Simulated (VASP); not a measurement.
```
AgAuTe4
1.0
    0.00000     8.84103    -0.02416
    4.35686     0.00000     0.00000
    0.00000    -5.71847    -8.35096
Ag Te Au
2 8 2
Direct
  0.50000   0.48941   0.75000
  0.50000   0.51059   0.25000
  0.30287   0.97982   0.29694
  0.69713   0.97982   0.20306
  0.69713   0.02018   0.70306
  0.30287   0.02018   0.79694
  0.81097   0.57502   0.04913
  0.18903   0.57502   0.45087
  0.18903   0.42498   0.95087
  0.81097   0.42498   0.54913
  0.00000   0.00000   0.00000
  0.00000   0.00000   0.50000
```

Calculation: PBEsol GGA, VASP's PBE PAW potentials (set 64) (plane waves; VASP). Settings: 400 eV cut-off, 5×8×4 Γ-centred mesh, tetrahedra with Blöchl corrections, potentials Ag Te Au.

Problem. The job: AgTe₄Au (sg13), 12 atoms, PBEsol, static run, 400 eV, 5×8×4 Γ-centred mesh. Roughly how much core time does it take on a busy server core?

Solution. About 10 core-minutes (one run on a shared machine, a rough figure). It had 55 irreducible k-points, 55 bands, up to 5910 plane waves and 19 electronic steps.

The compound is AgTe4Au in the sg13 structure. It was relaxed first.
